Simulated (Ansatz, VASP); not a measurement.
# Cross-check of Ta (Ta(100)) between VASP and Ansatz, part 2 of 2

One calculation is typed for both programs; each brings its own data sets. How far apart do they land? The cell is taken from a series of runs on this material, whose earlier steps may have relaxed, scaled, displaced or heated it; both programs get it as it stands.

VASP 6.6.1 and Ansatz 0.2.0.

So far: Starting point; VASP: single point, PBE, spin-orbit coupling.

### 3. Ansatz: single point, PBE, spin-orbit coupling

Level of this step: Ansatz beside VASP: Kohn-Sham DFT, plane waves, PBE, spin-orbit coupling (Ansatz).

Ansatz runs on its fully relativistic PAW (standard-fr) files.

The same cell, functional, mesh and smearing now go to Ansatz, which takes its cutoff from its data sets.

Input file input.yaml:

```yaml
crystal:
  lattice:
    - [3.31, 0.0, 0.0]
    - [0.0, 3.31, 0.0]
    - [0.0, 0.0, 27.93]
  atoms:
    - { symbol: Ta, position: [0.0, 0.0, 0.3222341568] }
    - { symbol: Ta, position: [0.5, 0.5, 0.3814894379] }
    - { symbol: Ta, position: [0.0, 0.0, 0.4407447189] }
    - { symbol: Ta, position: [0.5, 0.5, 0.5] }
    - { symbol: Ta, position: [0.0, 0.0, 0.5592552811] }
    - { symbol: Ta, position: [0.5, 0.5, 0.6185105621] }
    - { symbol: Ta, position: [0.0, 0.0, 0.6777658432] }
kpoints:
  mp_grid: { grid: [12, 12, 1] }
hamiltonian:
  xc: pbe
  pseudopotentials: { kind: paw_fr }
scf:
  occupations: { method: fermi_dirac, width: 0.1 }
  convergence: { dr2_threshold: 1.0e-09 }
efield:
  axis: 3
  dipole_correction: true
  ramp_position: 0.97
  ramp_width: 0.06
magnetization:
  noncollinear: true
  spin_orbit: true
output:
  write_potential: true
  write_density: true
  volumetric_format: npy
```

Started as:

```console
$ ansatz run input.yaml --threads 2 --pin off --max-ram 3072MiB --backend cpu --events-out ev --progress --plain --runs-dir out
```

Numbers of over 12 decimals in the logs are rounded to 6 here.

Output:

```text
Engine: ansatz 0.2.0, aarch64-unknown-linux-gnu
Pseudopotentials: kind: paw_fr
Pseudopotential: Ta, paw_fr, valence charge 13, recommended cutoff 420 eV (normal), Ta.paw.azcp#standard-fr
Functional definition: PBE
  parameter kappa = 0.804
  parameter beta = 0.066725
  exchange = pbe_x(kappa = kappa, mu = beta*pi^2/3)
  correlation = pbe_c(beta = beta)
non-collinear run that drives no moment, with spin-orbit: no starting moment large enough to seed its density (crystal.atoms[].spin), no starting occupations that ask for one, no magnetisation constraint and no magnetic field, so the semilocal B_xc is pinned to zero
Crystal: 7 atoms, lattice volume = 306.004 Å³
Basis set: ecut = 420 eV, 6045 PW (Γ)
Bands: 110, of which v1, the nominal top of the filled ones, is band 91 counted from 1 (90 counted from 0)
Symmetry: 8 space group operations + 8 with time reversal
k-points: 28 of 144
Projection manifold: j_resolved (fully-relativistic pseudo-atomic orbitals)
Non-local potential: Ta, projectors of the file, l = 0: 3, l = 1: 4, l = 2: 4, l = 3: 2
PAW form: soft (Blöchl's): semilocal exchange-correlation on the pseudo side does not see the compensation charge
PAW one-centre angular grid: Ta, 590 points (default); XC on 64 Gauss nodes
Initial density: superposition of atomic densities (neutral atoms: chi_scale 0, normalization atom)
Initial wavefunctions: pseudopotential atomic-orbital guess
Functional: x = pbe(κ = 0.804, μ = 0.219515), c = pbe(β = 0.066725)
SCF iter   1: F=—  HF=-69686.839499 eV  |F-HF|=—  |Δ(HF+E_count)|=         —  Δρ=4.74e-2  dr2=1.24e2  dr2_m=0.00e0 (ungated)  ethr=3.10e-3  |M|=0.00e0 ∫|m|=0.00e0 μB  |m|>n=0.0e0 m-floor=0.0e0 τ_xc=0.0e0  β_m=1.00  p=0.000 e·Å  D=5.12e-14 V/Å  ΔV_dip=-0.00 eV  dr2_dipole=2.08e-7  V_vac-E_F(+/−)=7.55/7.55 eV  ⟨swp⟩=9.5  Hψ=17850  notcnv=0  defer=22
efield: sawtooth ramp at fractional position 0.9700 (set: `efield.ramp_position`, or a place that a band, a saddle search or an elastic batch's reference lends), width 0.0600; the density the first Hamiltonian is built on has a dipole p = 0.000 e·Å; the dipole correction subtracts the counter field D = 5.12e-14 V/Å, which shifts the + side's vacuum level by -0.00 eV against the − side's; the planar-averaged density in the ramp window peaks in size at 1.4e-6 e/Å³
preconditioner: auto → LDOS  [metal: Δε(μ)=0.015 eV  Ē_g=4.478 eV  σ=0.100 eV  W_gap=0.04  n_scr=62 (ndim 8)  ℏωp=12.6 eV  f_vac=0.501  D(μ)=4.43/eV (n_scr^D=14)  β→1.0]
spin=Noncollinear: LDOS preconditioning applied to the charge; magnetization (m_x, m_y, m_z) channels mix plain (no charge-response kernel on spin).
SCF iter   2: F=—  HF=-69699.305131 eV  |F-HF|=—  |Δ(HF+E_count)|=    1.25e1  Δρ=9.91e-2  dr2=1.23e3  dr2_m=0.00e0 (ungated)  ethr=3.10e-3  |M|=0.00e0 ∫|m|=0.00e0 μB  |m|>n=0.0e0 m-floor=0.0e0 τ_xc=0.0e0  β_m=0.38  p=0.000 e·Å  D=1.24e-4 V/Å  ΔV_dip=-0.00 eV  dr2_dipole=8.30e-6  V_vac-E_F(+/−)=-1.49/-1.48 eV  ⟨swp⟩=18.5  Hψ=31371  notcnv=0  defer=49  recentre
SCF iter   3: F=—  HF=-69683.068013 eV  |F-HF|=—  |Δ(HF+E_count)|=    1.62e1  Δρ=3.38e-2  dr2=7.21e1  dr2_m=0.00e0 (ungated)  ethr=3.10e-3  |M|=0.00e0 ∫|m|=0.00e0 μB  |m|>n=0.0e0 m-floor=0.0e0 τ_xc=0.0e0  β_m=0.65  p=-0.000 e·Å  D=-1.12e-5 V/Å  ΔV_dip=0.00 eV  dr2_dipole=2.80e-7  V_vac-E_F(+/−)=6.34/6.34 eV  ⟨swp⟩=16.9  Hψ=21868  notcnv=0  defer=8
SCF iter   4: F=—  HF=-69680.675095 eV  |F-HF|=—  |Δ(HF+E_count)|=    2.39e0  Δρ=7.17e-3  dr2=5.03e0  dr2_m=0.00e0 (ungated)  ethr=3.10e-3  |M|=0.00e0 ∫|m|=0.00e0 μB  |m|>n=0.0e0 m-floor=0.0e0 τ_xc=0.0e0  β_m=0.61  p=-0.000 e·Å  D=-8.49e-5 V/Å  ΔV_dip=0.00 eV  dr2_dipole=1.87e-6  V_vac-E_F(+/−)=10.23/10.28 eV  ⟨swp⟩=10.0  Hψ=8485  notcnv=0  defer=35
SCF iter   5: F=—  HF=-69680.266356 eV  |F-HF|=—  |Δ(HF+E_count)|=   4.09e-1  Δρ=4.80e-3  dr2=5.29e-1  dr2_m=0.00e0 (ungated)  ethr=3.10e-3  |M|=0.00e0 ∫|m|=0.00e0 μB  |m|>n=0.0e0 m-floor=0.0e0 τ_xc=0.0e0  β_m=0.59  p=-0.000 e·Å  D=-2.90e-5 V/Å  ΔV_dip=0.00 eV  dr2_dipole=1.54e-8  V_vac-E_F(+/−)=8.01/8.04 eV  ⟨swp⟩=5.9  Hψ=5503  notcnv=0  defer=28
SCF iter   6: F=—  HF=-69680.139546 eV  |F-HF|=—  |Δ(HF+E_count)|=   1.27e-1  Δρ=5.83e-3  dr2=1.86e0  dr2_m=0.00e0 (ungated)  ethr=5.81e-4  |M|=0.00e0 ∫|m|=0.00e0 μB  |m|>n=0.0e0 m-floor=0.0e0 τ_xc=0.0e0  β_m=0.61  p=0.000 e·Å  D=1.52e-5 V/Å  ΔV_dip=-0.00 eV  dr2_dipole=2.45e-7  V_vac-E_F(+/−)=3.99/3.99 eV  ⟨swp⟩=6.5  Hψ=5878  notcnv=0  defer=21  recentre
SCF iter   7: F=—  HF=-69680.109860 eV  |F-HF|=—  |Δ(HF+E_count)|=   2.97e-2  Δρ=1.73e-3  dr2=5.59e-2  dr2_m=0.00e0 (ungated)  ethr=5.81e-4  |M|=0.00e0 ∫|m|=0.00e0 μB  |m|>n=0.0e0 m-floor=0.0e0 τ_xc=0.0e0  β_m=0.76  p=-0.000 e·Å  D=-4.00e-6 V/Å  ΔV_dip=0.00 eV  dr2_dipole=7.00e-10  V_vac-E_F(+/−)=5.63/5.65 eV  ⟨swp⟩=4.5  Hψ=4789  notcnv=0  defer=11
[...]
SCF iter  15: F=-69680.088882 eV  HF=-69680.088882 eV  |F-HF|=4.37e-11  |Δ(HF+E_count)|=   2.10e-9  Δρ=2.37e-7  dr2=3.21e-10  dr2_m=0.00e0 (ungated)  ethr=1.10e-12  |M|=0.00e0 ∫|m|=0.00e0 μB  |m|>n=0.0e0 m-floor=0.0e0 τ_xc=0.0e0  p=-0.000 e·Å  D=-4.11e-9 V/Å  ΔV_dip=0.00 eV  dr2_dipole=4.66e-13  V_vac-E_F(+/−)=4.00/4.00 eV  ⟨swp⟩=18.5  Hψ=14435  notcnv=0
SCF 1 converged in 15 iterations: F = -69680.088882 eV  dr2 = 3.21e-10
  greatest PAW one-centre occupation: 0.999 electrons in one spin orbital (limit 2), on the Ta atom at site 1 (counted from 0), in its partial waves of l = 0
WARN: The output density's exchange-correlation potential varies sharply where the density is thin. Do not read a vacuum level from v_tot or v_xc, or from such a field of the output density. On a cell that repeats whose density bears no net charge and no dipole along the vacuum's axis use v_es (v_loc + v_h of the components); under efield.dipole_correction with no amplitude use v_es + v_field, which holds any externa [...]
SCF converged after 15 iterations
Magnetization: |M| = 0.0000 μB,  M = (+0.0000, +0.0000, +0.0000) μB
Absolute magnetization: 0.0000 μB (∫|m|)
  site 0: m = (+0.0000, +0.0000, +0.0000) μB, |m| = 0.0000 μB  (R = 1.18 Å)
  site 1: m = (+0.0000, +0.0000, +0.0000) μB, |m| = 0.0000 μB  (R = 1.18 Å)
  site 2: m = (+0.0000, +0.0000, +0.0000) μB, |m| = 0.0000 μB  (R = 1.18 Å)
  site 3: m = (+0.0000, +0.0000, +0.0000) μB, |m| = 0.0000 μB  (R = 1.18 Å)
  site 4: m = (+0.0000, +0.0000, +0.0000) μB, |m| = 0.0000 μB  (R = 1.18 Å)
  site 5: m = (+0.0000, +0.0000, +0.0000) μB, |m| = 0.0000 μB  (R = 1.18 Å)
  site 6: m = (+0.0000, +0.0000, +0.0000) μB, |m| = 0.0000 μB  (R = 1.18 Å)
Free energy (F): -69680.088882 eV
Harris-Foulkes:  -69680.088882 eV  (|F-HF|=4.37e-11)
Internal energy: -69679.822145 eV  (E = F + TS)
E sigma→0 (E₀):  -69679.955514 eV
Entropy (-TS):   -0.266737 eV (-38.105 meV/atom)
Fermi energy:    5.558972 eV
Dipole field:    D = 0.000001 V/Å  (p = 0.000001 e·Å, saw-weighted, corrected)
Work function:   Φ+ = 4.0025 eV   Φ− = 4.0026 eV
Levels:          The Fermi level and band energies are counted from a zero that moves with the ramp; work functions are not
--- Per-component energies (eV) ---
  E_band       = -1953.991368
  E_kinetic    = 2546.240383
  E_local      = -113422.931042  (includes V_loc(G=0)·N_el)
  E_nonlocal   = 79.401174
  E_hartree    = 55522.582508
  E_xc         = -1519.306802
  E_vxc        = -1416.557594  (∫ρ·V_xc dr)
  E_paw        = -58910.873252  (= ΣΔE_a)
  E_vpaw       = -785.311961  (= ΣTr[D̂ρ^β])
  E_aug_tail   = 0.000960  (compensation charges beyond the density's cutoff)
  E_efield     = 0.000000  (sawtooth field / dipole correction)
  E_vefield    = 0.000000  (∫n·V_field dr)
  E_ewald      = 46025.063926
  E_smearing   = -0.266737  (= −TS)
  E_closure    = -0.000000  (closes the sum)
  Σ components = -69680.088882   (vs F -69680.088882, Δ=0.00e0)
--- Band table (eV; the first three rows and the last of 28) ---
  k-point 0: bands = [... 87 lower, 5.9801, 6.1012, 6.1012, 6.1334, 6.1334, 6.1382, 6.1382, 6.4535, ... 15 higher]
  k-point 1: bands = [... 87 lower, 5.8327, 5.9911, 5.9911, 6.0647, 6.0647, 6.0966, 6.0966, 6.2614, ... 15 higher]
  k-point 2: bands = [... 87 lower, 5.5202, 5.6981, 5.6981, 5.8648, 5.8648, 5.9290, 5.9290, 6.3028, ... 15 higher]
  k-point 27: bands = [... 87 lower, 5.1173, 5.1608, 5.1608, 6.1255, 6.1255, 6.2149, 6.2149, 7.3248, ... 15 higher]
```

### 4. Side by side

Known differences besides the potentials themselves: spin-orbit coupling enters by fully relativistic files in Ansatz and inside the spheres in VASP; the data sets hold 91 valence electrons in Ansatz (on its fully relativistic PAW (standard-fr) files) and 77 in VASP; the cutoff is 420 eV in Ansatz and 400 eV in VASP. Total energies have different zeros and are not compared.

Both answers:

```csv
quantity,Ansatz,VASP,difference
"work function, lower of the two faces (eV)",4.00,3.98,+0.02
"work function, higher of the two faces (eV)",4.00,3.98,+0.02
```

With vacuum in the cell, a pressure given here is an average over mostly empty space and none of the material.

### 5. Summary of results

```json
{"difference in work function, higher of the two faces (single point, PBE, spin-orbit coupling)": "0.024 eV"}
```

In words: The difference in work function, higher of the two faces is 0.024 eV (single point, PBE, spin-orbit coupling). The data sets hold unlike numbers of valence electrons (91 in Ansatz and 77 in VASP), so part of the differences comes from the potentials. How closely two codes agree says nothing of how well the functional describes the real material.

[Lines on the potential files, build, host, timing and source positions are cut from VASP's logs without a mark.]

[Logs are printed without paths, hosts, clocks, repeated set-up lines and the standing remarks that a program may print on its own settings, such as how far it seeks lower states.]

[Hosts, paths, dates, database ids (printed as entryN), source tags and the programs' standing remarks are cut or masked in the printed files.]
